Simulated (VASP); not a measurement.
A convergence study with VASP on KF (rock salt): one setting is varied, all else stays as given below, so the limit is that of these other settings. Each run relaxes cell and ions from the cell shown.

```yaml
crystal:
  lattice:
    - [0.00000, 2.67500, 2.67500]
    - [2.67500, 0.00000, 2.67500]
    - [2.67500, 2.67500, 0.00000]
  atoms:
    - { symbol: K, position: [0.00000, 0.00000, 0.00000] }
    - { symbol: F, position: [0.50000, 0.50000, 0.50000] }
```

Computed with PBE GGA, VASP's PBE PAW potentials (set 64) (plane waves; VASP 6.6.1). The tightest run used: 700 eV cut-off, 13×13×13 Γ-centred mesh, Gaussian smearing of 0.050 eV, potentials K_sv F.

Gaps are read on the run's mesh, which can miss a band edge.

The settings run are 2×2×2 mesh; 3×3×3 mesh; 4×4×4 mesh; 5×5×5 mesh; 6×6×6 mesh; 7×7×7 mesh; 9×9×9 mesh; 10×10×10 mesh; 11×11×11 mesh; 12×12×12 mesh; 13×13×13 mesh. From which on does the relaxed volume stay within 0.05 Å³/atom of the tightest run?

From 3×3×3 mesh on: it is off by 0.019 there and by no more than 0.05 in any finer run, while 2×2×2 mesh is off by 0.081.
```tsv
setting	relaxed volume (Å³/atom)	E (eV/atom)	gap on the mesh (eV)	irreducible k-points	difference judged (Å³/atom)
2×2×2 mesh	19.953	-4.1404	5.916	3	0.081
3×3×3 mesh	19.890	-4.1503	5.954	4	0.019
4×4×4 mesh	19.867	-4.1506	5.962	8	0.004
5×5×5 mesh	19.872	-4.1505	5.960	10	0.000
6×6×6 mesh	19.872	-4.1506	5.960	16	0.001
7×7×7 mesh	19.868	-4.1506	5.962	20	0.003
9×9×9 mesh	19.870	-4.1506	5.961	35	0.001
10×10×10 mesh	19.872	-4.1506	5.960	47	0.001
11×11×11 mesh	19.870	-4.1506	5.961	56	0.002
12×12×12 mesh	19.871	-4.1506	5.961	72	0.000
13×13×13 mesh	19.871	-4.1506	5.961	84	0.000
```

Left out are rungs that failed or repeat a setting and relaxations that didn't move; long series are thinned to 24 rows.

The compound is KF in the rock salt structure.
